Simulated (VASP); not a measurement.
Consider the following.

```
Eu
1.0
   -2.11841     2.11841     2.11841
    2.11841    -2.11841     2.11841
    2.11841     2.11841    -2.11841
Eu
1
Direct
  0.00000   0.00000   0.00000
```

Level of theory: rev-vdW-DF2, VASP's PBE PAW potentials (set 64) (plane waves; VASP). Run with 520 eV cut-off, 12×12×12 Γ-centred mesh, first-order Methfessel-Paxton smearing of 0.10 eV, potentials Eu_2.

The 4f electrons are frozen in the core of the lanthanide potential, so 4f levels, which can set the real gap, and their magnetism are missing.

**Question.** What does the run give for the energy per atom (σ→0), pressure, band gap (on the k-mesh) with the smallest direct gap where there is one?

**Answer.** 
```yaml
band gap (on the k-mesh): none (metal, semimetal or under 0.01 eV)
energy per atom (σ→0): 333 meV/atom
pressure: 11.2 kbar
```

The compound is Eu in the bcc structure. This cell is one point of a volume scan, at 0.94 of the reference volume.
